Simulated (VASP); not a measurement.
MgTe (zinc blende), at 0.96 of the tabulated volume:

```xyz
2
Lattice="0.0000 3.1666 3.1666 3.1666 0.0000 3.1666 3.1666 3.1666 0.0000" Properties=species:S:1:pos:R:3 pbc="T T T"
Mg     0.0000     0.0000     0.0000
Te     1.5833     1.5833     1.5833
```

The lowest empty band near Γ, direction [111], from PBE with spin-orbit coupling in VASP (PAW); its two spin partners are averaged. The gap over the points computed is 2.42 eV, and the next band on that side lies 2.84 eV away at the edge.

Settings: 400 eV cut-off, 8×8×8 Γ-centred mesh, Gaussian smearing of 0.050 eV, potentials Mg Te.

```csv
distance from the edge in k (1/Å),distance in energy (meV)
0.012,3.2
0.018,7.2
0.025,13.8
0.035,26.9
0.050,54.0
0.070,102.8
```

### Question
Fit E(1 + αE) = ħ²k²/2m* (ħ²/2m0 = 3.810 eV Å²) and predict the row at 0.095 1/Å.

### Answer
Least squares on the energies gives the electron mass m* = 0.171 m0 and α = 0.62 per eV, and so 181.1 meV. The run gave 180.8 meV, -0.3 meV from the fit.

Left out are points under 3 meV from the edge, since the levels carry 0.1 meV, and points farther than half the way to the next band.

The compound is MgTe in the zinc blende structure, whereas wurtzite is the usual form. The cell was not relaxed at this level.
